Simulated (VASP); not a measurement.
Input:

```
Gd2Te3
1.0
    4.78527     0.00000     0.00000
   -2.39263     4.14416     0.00000
    0.00000     0.00000     8.00106
Gd Te
2 3
Direct
  0.33333   0.66667   0.22653
  0.66667   0.33333   0.77347
  0.00000   0.00000   0.00000
  0.33333   0.66667   0.63248
  0.66667   0.33333   0.36752
```

These are PBEsol GGA, VASP's PBE PAW potentials (set 64) (plane waves; VASP 6.6.1) values and carry that method's errors. Settings: 480 eV cut-off, 6×6×4 Γ-centred mesh, Gaussian smearing of 0.050 eV, potentials Gd_3 Te.

The 4f electrons are frozen in the core of the lanthanide potential, so 4f levels, which can set the real gap, and their magnetism are missing. Unless said otherwise, spin-orbit coupling is left out, though it shifts the bands of the heavy elements here.

**Question.** Estimate the energy per atom (σ→0), band gap (on the k-mesh) with the smallest direct gap where there is one.

**Answer.** 
```json
{
  "band gap (on the k-mesh)": "0.29 eV",
  "smallest direct gap (on the k-mesh)": "0.69 eV",
  "energy per atom (σ→0)": "-5.367 eV/atom"
}
```

Total energies compare only between runs with the same potentials, cut-off and functional.

The structure was generated: Gd2Te3 was put into the A-La2O3 type (P-3m1), which need not be its known phase. It was relaxed first under an external pressure of 1 GPa.
